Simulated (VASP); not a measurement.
Computed with r2SCAN meta-GGA, VASP's PBE PAW potentials (set 64) (plane waves; VASP).

A VASP calculation is set up with these files.

KPOINTS:
```
Automatic mesh
0
Gamma
4 4 8
0 0 0
```

INCAR:
```
EDIFF  =  1E-6   ! SCF stop (eV)
SIGMA  =  0.1   ! width (eV)
LWAVE  =  .FALSE.
PREC  =  Accurate
LCHARG  =  .FALSE.
NSW  =  60   ! most ionic steps
ALGO  =  Normal   ! blocked Davidson
IBRION  =  2   ! conjugate gradients
SYSTEM  =  Nb3Si2
LMAXMIX  =  4   ! l cut-off of mixed one-centre charges
METAGGA  =  R2SCAN
LMIXTAU  =  .TRUE.
ISMEAR  =  1
EDIFFG  =  -0.02   ! ionic stop
LREAL  =  .FALSE.
LASPH  =  .TRUE.
ENCUT  =  400
ISIF  =  3   ! ions, shape and volume
NELM  =  100   ! most electronic steps
```

**POSCAR**
```
Nb3Si2
1
    6.6879632870    -0.0000000000     0.0000000000
    0.0000000000     6.6879632870     0.0000000000
    0.0000000000    -0.0000000000     3.4771351286
Nb Si
6 4
Direct
  0.5000000000   0.5000000000   1.0000000000
  1.0000000000   0.0000000000   1.0000000000
  0.6713702521   0.1713702521   0.5000000000
  0.3286297479   0.8286297479   0.5000000000
  0.8286297479   0.6713702521   0.5000000000
  0.1713702521   0.3286297479   0.5000000000
  0.1278807776   0.6278807776   0.0000000000
  0.8721192224   0.3721192224   0.0000000000
  0.3721192224   0.1278807776   0.0000000000
  0.6278807776   0.8721192224   1.0000000000
```

POTCAR, in this order: Nb_sv Si (PBE.64 set). Program: vasp_std.

The resulting files:

### OUTCAR
```
 ion  position               nearest neighbor table
   1  0.500  0.500  0.000-   7 2.63   8 2.63   9 2.63  10 2.63   3 3.03   4 3.03   5 3.03   6 3.03
                             3 3.03   4 3.03   5 3.03   6 3.03
   2  0.000  0.000  0.000-   7 2.63   8 2.63   9 2.63  10 2.63   3 3.03   4 3.03   5 3.03   6 3.03
                             3 3.03   4 3.03   5 3.03   6 3.03
   3  0.671  0.171  0.500-   8 2.57   8 2.57  10 2.67   9 2.67   9 2.67  10 2.67   2 3.03   2 3.03
                             1 3.03   1 3.03
   4  0.329  0.829  0.500-   7 2.57   7 2.57  10 2.67   9 2.67   9 2.67  10 2.67   2 3.03   2 3.03
                             1 3.03   1 3.03
   5  0.829  0.671  0.500-  10 2.57  10 2.57   7 2.67   7 2.67   8 2.67   8 2.67   2 3.03   2 3.03
                             1 3.03   1 3.03
   6  0.171  0.329  0.500-   9 2.57   9 2.57   7 2.67   7 2.67   8 2.67   8 2.67   2 3.03   2 3.03
                             1 3.03   1 3.03
   7  0.128  0.628  0.000-   8 2.42   4 2.57   4 2.57   2 2.63   1 2.63   5 2.67   6 2.67   5 2.67
                             6 2.67
   8  0.872  0.372  0.000-   7 2.42   3 2.57   3 2.57   2 2.63   1 2.63   5 2.67   6 2.67   5 2.67
                             6 2.67
   9  0.372  0.128  0.000-  10 2.42   6 2.57   6 2.57   2 2.63   1 2.63   4 2.67   3 2.67   4 2.67
                             3 2.67
  10  0.628  0.872  0.000-   9 2.42   5 2.57   5 2.57   2 2.63   1 2.63   4 2.67   3 2.67   4 2.67
                             3 2.67
  LATTYP: Found a simple tetragonal cell.
 ALAT       =     6.6879632870
 C/A-ratio  =     0.5199094223
 Subroutine PRICEL returns:
...
```

OSZICAR:
```
...
DAV:   1     0.807437554663E+03    0.80744E+03   -0.45196E+04  3416   0.145E+03
DAV:   2    -0.143806211523E+03   -0.95124E+03   -0.92955E+03  4088   0.581E+02
DAV:   3    -0.226243320347E+03   -0.82437E+02   -0.80575E+02  5632   0.120E+02
DAV:   4    -0.232828886956E+03   -0.65856E+01   -0.64880E+01  5896   0.308E+01
DAV:   5    -0.233311056218E+03   -0.48217E+00   -0.47818E+00  5416   0.808E+00    0.291E+01
DAV:   6    -0.199969611889E+03    0.33341E+02   -0.27353E+01  5152   0.350E+01    0.826E+00
DAV:   7    -0.187811683084E+03    0.12158E+02   -0.44011E+00  4304   0.110E+01    0.485E+00
DAV:   8    -0.192267027468E+03   -0.44553E+01   -0.34832E+00  3984   0.102E+01    0.231E+00
DAV:   9    -0.191221272735E+03    0.10458E+01   -0.11232E+00  3872   0.694E+00    0.932E-01
DAV:  10    -0.190682641235E+03    0.53863E+00   -0.35940E-01  4680   0.359E+00    0.717E-01
DAV:  11    -0.190946933098E+03   -0.26429E+00   -0.60108E-02  4192   0.150E+00    0.610E-01
DAV:  12    -0.190997652050E+03   -0.50719E-01   -0.41650E-02  5232   0.123E+00    0.499E-01
DAV:  13    -0.191122814854E+03   -0.12516E+00   -0.27670E-02  3872   0.110E+00    0.321E-01
DAV:  14    -0.191161941311E+03   -0.39126E-01   -0.63227E-02  4064   0.141E+00    0.112E-01
DAV:  15    -0.191164285750E+03   -0.23444E-02   -0.76049E-03  4480   0.464E-01    0.868E-02
DAV:  16    -0.191164377840E+03   -0.92090E-04   -0.80545E-04  6232   0.919E-02    0.667E-02
DAV:  17    -0.191164317902E+03    0.59938E-04   -0.52646E-04  4800   0.127E-01    0.423E-02
DAV:  18    -0.191164287263E+03    0.30639E-04   -0.74741E-05  3872   0.463E-02    0.213E-02
DAV:  19    -0.191164301574E+03   -0.14311E-04   -0.49473E-05  4376   0.365E-02    0.133E-02
DAV:  20    -0.191164300461E+03    0.11129E-05   -0.50490E-06  3776   0.110E-02    0.112E-02
DAV:  21    -0.191164307555E+03   -0.70938E-05   -0.61226E-06  3272   0.129E-02    0.938E-03
DAV:  22    -0.191164305316E+03    0.22389E-05   -0.91983E-06  4024   0.149E-02    0.200E-03
DAV:  23    -0.191164305594E+03   -0.27830E-06   -0.72654E-07  2400   0.555E-03
   1 F= -.19116431E+03 E0= -.19116466E+03  d E =-.191164E+03
       N       E                     dE             d eps       ncg     rms          rms(c)
DAV:   1    -0.192805244488E+03   -0.16409E+01   -0.73510E+01  3856   0.658E+01    0.978E+00
DAV:   2    -0.191360553370E+03    0.14447E+01   -0.84979E+00  4792   0.176E+01    0.462E+00
DAV:   3    -0.191041917545E+03    0.31864E+00   -0.17785E+00  5456   0.705E+00    0.152E+00
DAV:   4    -0.190965437141E+03    0.76480E-01   -0.32634E-01  4504   0.266E+00    0.819E-01
DAV:   5    -0.191054700941E+03   -0.89264E-01   -0.10294E-01  5232   0.174E+00    0.510E-01
DAV:   6    -0.191066447674E+03   -0.11747E-01   -0.40645E-02  5536   0.920E-01    0.497E-01
DAV:   7    -0.191071564118E+03   -0.51164E-02   -0.10419E-02  5312   0.477E-01    0.116E-01
DAV:   8    -0.191071542907E+03    0.21211E-04   -0.63267E-03  4680   0.376E-01    0.428E-02
DAV:   9    -0.191072598684E+03   -0.10558E-02   -0.12090E-03  4160   0.186E-01    0.288E-02
DAV:  10    -0.191072628850E+03   -0.30167E-04   -0.16961E-04  6128   0.563E-02    0.185E-02
DAV:  11    -0.191072623962E+03    0.48884E-05   -0.87640E-06  4240   0.174E-02    0.460E-03
DAV:  12    -0.191072626084E+03   -0.21224E-05   -0.46292E-06  3136   0.133E-02    0.211E-03
DAV:  13    -0.191072626512E+03   -0.42780E-06   -0.71792E-07  2392   0.706E-03
   2 F= -.19107263E+03 E0= -.19107272E+03  d E =0.916791E-01
       N       E                     dE             d eps       ncg     rms          rms(c)
DAV:   1    -0.191963711497E+03   -0.89109E+00   -0.31866E+01  3560   0.433E+01    0.701E+00
DAV:   2    -0.191343451832E+03    0.62026E+00   -0.31196E+00  4200   0.115E+01    0.290E+00
DAV:   3    -0.191169698462E+03    0.17375E+00   -0.89158E-01  5240   0.511E+00    0.131E+00
DAV:   4    -0.191181538566E+03   -0.11840E-01   -0.17127E-01  4288   0.183E+00    0.577E-01
DAV:   5    -0.191189236291E+03   -0.76977E-02   -0.61271E-02  4832   0.117E+00    0.310E-01
DAV:   6    -0.191188825654E+03    0.41064E-03   -0.19827E-02  4448   0.881E-01    0.339E-01
DAV:   7    -0.191188487354E+03    0.33830E-03   -0.23839E-02  4728   0.833E-01    0.562E-02
DAV:   8    -0.191197225428E+03   -0.87381E-02   -0.63526E-03  3760   0.599E-01    0.423E-02
DAV:   9    -0.191198392813E+03   -0.11674E-02   -0.11541E-03  4480   0.199E-01    0.115E-02
DAV:  10    -0.191198380964E+03    0.11849E-04   -0.20775E-04  4904   0.732E-02    0.138E-02
DAV:  11    -0.191198386656E+03   -0.56911E-05   -0.11047E-05  4064   0.176E-02    0.917E-03
DAV:  12    -0.191198426107E+03   -0.39451E-04   -0.13672E-05  3904   0.281E-02    0.430E-03
DAV:  13    -0.191198425237E+03    0.87045E-06   -0.14226E-06  2544   0.812E-03
   3 F= -.19119843E+03 E0= -.19119870E+03  d E =-.341196E-01
       N       E                     dE             d eps       ncg     rms          rms(c)
DAV:   1    -0.191198498658E+03   -0.72551E-04   -0.33667E-03  3896   0.449E-01    0.702E-02
DAV:   2    -0.191198434104E+03    0.64554E-04   -0.33743E-04  4728   0.118E-01    0.292E-02
DAV:   3    -0.191198418042E+03    0.16062E-04   -0.95923E-05  5416   0.530E-02    0.123E-02
DAV:   4    -0.191198419526E+03   -0.14838E-05   -0.17573E-05  4120   0.199E-02    0.613E-03
DAV:   5    -0.191198423551E+03   -0.40248E-05   -0.43949E-06  3632   0.117E-02    0.316E-03
DAV:   6    -0.191198425293E+03   -0.17428E-05   -0.23637E-06  2944   0.835E-03    0.382E-03
DAV:   7    -0.191198427561E+03   -0.22674E-05   -0.11317E-06  2344   0.558E-03    0.151E-03
DAV:   8    -0.191198427164E+03    0.39692E-06   -0.75065E-07  2232   0.596E-03
   4 F= -.19119843E+03 E0= -.19119870E+03  d E =-.341216E-01
       N       E                     dE             d eps       ncg     rms          rms(c)
DAV:   1    -0.191198819427E+03   -0.39187E-03   -0.13519E-01  3360   0.226E+00    0.180E-01
DAV:   2    -0.191199318227E+03   -0.49880E-03   -0.11166E-02  4288   0.625E-01    0.982E-02
DAV:   3    -0.191199428500E+03   -0.11027E-03   -0.95202E-04  4944   0.206E-01    0.535E-02
DAV:   4    -0.191199382777E+03    0.45723E-04   -0.25762E-04  4912   0.105E-01    0.201E-02
DAV:   5    -0.191199377983E+03    0.47939E-05   -0.45131E-05  4904   0.447E-02    0.602E-03
DAV:   6    -0.191199379410E+03   -0.14272E-05   -0.12382E-05  4488   0.185E-02    0.373E-03
DAV:   7    -0.191199380938E+03   -0.15278E-05   -0.25921E-06  2736   0.970E-03    0.856E-04
DAV:   8    -0.191199381011E+03   -0.73042E-07   -0.53620E-07  2336   0.542E-03
   5 F= -.19119938E+03 E0= -.19119967E+03  d E =-.953848E-03
       N       E                     dE             d eps       ncg     rms          rms(c)
DAV:   1    -0.191199289195E+03    0.91743E-04   -0.70823E-02  3368   0.163E+00    0.130E-01
DAV:   2    -0.191199551813E+03   -0.26262E-03   -0.58683E-03  4288   0.452E-01    0.710E-02
DAV:   3    -0.191199610262E+03   -0.58448E-04   -0.49619E-04  4936   0.149E-01    0.387E-02
DAV:   4    -0.191199586426E+03    0.23835E-04   -0.13479E-04  4912   0.756E-02    0.146E-02
DAV:   5    -0.191199583826E+03    0.26005E-05   -0.23640E-05  4920   0.324E-02    0.438E-03
DAV:   6    -0.191199584519E+03   -0.69286E-06   -0.61962E-06  4040   0.135E-02
   6 F= -.19119958E+03 E0= -.19119988E+03  d E =-.115736E-02
       N       E                     dE             d eps       ncg     rms          rms(c)
DAV:   1    -0.191198779295E+03    0.80453E-03   -0.10190E-01  3400   0.200E+00    0.117E-01
DAV:   2    -0.191199788996E+03   -0.10097E-02   -0.93936E-03  4000   0.559E-01    0.552E-02
DAV:   3    -0.191199805962E+03   -0.16966E-04   -0.55326E-04  5024   0.138E-01    0.318E-02
DAV:   4    -0.191199796053E+03    0.99086E-05   -0.94178E-05  5456   0.587E-02    0.167E-02
DAV:   5    -0.191199793437E+03    0.26163E-05   -0.28529E-05  5576   0.327E-02    0.732E-03
DAV:   6    -0.191199793695E+03   -0.25797E-06   -0.68080E-06  4032   0.134E-02
   7 F= -.19119979E+03 E0= -.19120011E+03  d E =-.209176E-03
```

**OUTCAR**
```
------------------------ aborting loop because EDIFF is reached ----------------------------------------
  FORCE on cell =-STRESS in cart. coord.  units (eV):
  Direction    XX          YY          ZZ          XY          YZ          ZX
  --------------------------------------------------------------------------------------
  Total       -0.0368350     -0.0368350     -0.1283647      0.0000000      0.0000000      0.0000000
  in kB       -0.3725275     -0.3725275     -1.2982043      0.0000000      0.0000000      0.0000000
  external PRESSURE =      -0.6810865 kB  Pullay stress =       0.0000000 kB
  volume of cell :      158.42
      direct lattice vectors                 reciprocal lattice vectors
     6.723752943 -0.000000000 -0.000000000     0.148726464 -0.000000000 -0.000000000
    -0.000000000  6.723752943 -0.000000000    -0.000000000  0.148726464 -0.000000000
     0.000000000  0.000000000  3.504205296     0.000000000  0.000000000  0.285371408
 POSITION                                       TOTAL-FORCE (eV/Angst)
 -----------------------------------------------------------------------------------
      3.36188      3.36188     -0.00000        -0.000000      0.000000     -0.000000
      6.72375     -0.00000     -0.00000        -0.000000     -0.000000     -0.000000
      4.51881      1.15693      1.75210         0.002827      0.002827     -0.000000
      2.20494      5.56682      1.75210        -0.002827     -0.002827      0.000000
      5.56682      4.51881      1.75210        -0.002827      0.002827     -0.000000
      1.15693      2.20494      1.75210         0.002827     -0.002827      0.000000
      0.85550      4.21738     -0.00000        -0.004236     -0.004236      0.000000
      5.86825      2.50638     -0.00000         0.004236      0.004236     -0.000000
      2.50638      0.85550     -0.00000         0.004236     -0.004236      0.000000
      4.21738      5.86825     -0.00000        -0.004236      0.004236     -0.000000
 -----------------------------------------------------------------------------------
    total drift:                                0.000000     -0.000000     -0.000000
  FREE ENERGIE OF THE ION-ELECTRON SYSTEM (eV)
  ---------------------------------------------------
  free  energy   TOTEN  =      -191.1997936947 eV

  energy  without entropy=     -191.2007502893  energy(sigma->0) =     -191.20011256

 reached required accuracy - stopping structural energy minimisation
```
(Selected blocks of OUTCAR.)

**CONTCAR**
```
Nb3Si2
   1.00000000000000
     6.7237529434767396   -0.0000000000000000   -0.0000000000000000
    -0.0000000000000000    6.7237529434767396   -0.0000000000000000
     0.0000000000000000    0.0000000000000000    3.5042052956183056
  Nb              Si
     6     4
Direct
     0.5000000000000000    0.5000000000000000    0.0000000000000000
     1.0000000000000000    0.0000000000000000    0.0000000000000000
     0.6720665350204895    0.1720665350204895    0.5000000000000000
     0.3279334649795105    0.8279334649795105    0.5000000000000000
     0.8279334649795105    0.6720665350204895    0.5000000000000000
     0.1720665350204895    0.3279334649795105    0.5000000000000000
     0.1272353812246848    0.6272353812246848    0.0000000000000000
     0.8727646187753152    0.3727646187753151    0.0000000000000000
     0.3727646187753151    0.1272353812246848    0.0000000000000000
     0.6272353812246848    0.8727646187753152    0.0000000000000000
```

File OUTCAR:
```
 val. band max:       11.8130872952   @ k =   0.2500   0.0000   0.2500

 cond. band min:      11.8849653073   @ k =   0.2500   0.2500   0.2500


 Fermi energy:        11.8194004907

 k-point     1 :       0.0000    0.0000    0.0000
  band No.  band energies     occupation
      1     -45.1329      2.00000
      2     -45.0855      2.00000
      3     -45.0826      2.00000
      4     -45.0826      2.00000
      5     -44.9017      2.00000
      6     -44.8734      2.00000
      7     -20.7835      2.00000
      8     -20.7835      2.00000
      9     -20.7389      2.00000
     10     -20.5790      2.00000
     11     -20.5768      2.00000
     12     -20.5151      2.00000
     13     -20.5151      2.00000
     14     -20.4720      2.00000
     15     -20.4572      2.00000
     16     -20.4551      2.00000
     17     -20.4551      2.00000
     18     -20.3392      2.00000
     19     -20.2987      2.00000
     20     -20.2987      2.00000
     21     -20.1019      2.00000
     22     -20.0375      2.00000
     23     -20.0375      2.00000
     24     -20.0075      2.00000
     25      -0.2975      2.00000
     26       1.5308      2.00000
     27       3.4116      2.00000
     28       3.4116      2.00000
     29       5.5223      2.00000
     30       6.9849      2.00000
     31       7.2199      2.00000
     32       7.2199      2.00000
     33       7.3039      2.00000
     34       7.6466      2.00000
     35       7.9779      2.00000
     36       8.1635      2.00000
     37       9.0532      2.00000
     38       9.0532      2.00000
     39       9.1156      2.00000
     40       9.8299      2.00000
     41       9.8299      2.00000
     42      10.0511      2.00000
     43      10.4945      2.00000
     44      10.5741      2.00000
     45      11.2273      2.00000
     46      11.3218      2.00000
     47      11.5997      2.00805
     48      11.5997      2.00805
     49      12.5462     -0.00000
     50      12.7751     -0.00000
     51      12.7807     -0.00000
...
```

The structure comes from a computed database's Nb3Si2 entry (P4/mbm); how it stands against other phases isn't given here. This run relaxes it. Symmetry was kept, so distortions that lower it aren't found. The start is the result of an earlier pass.
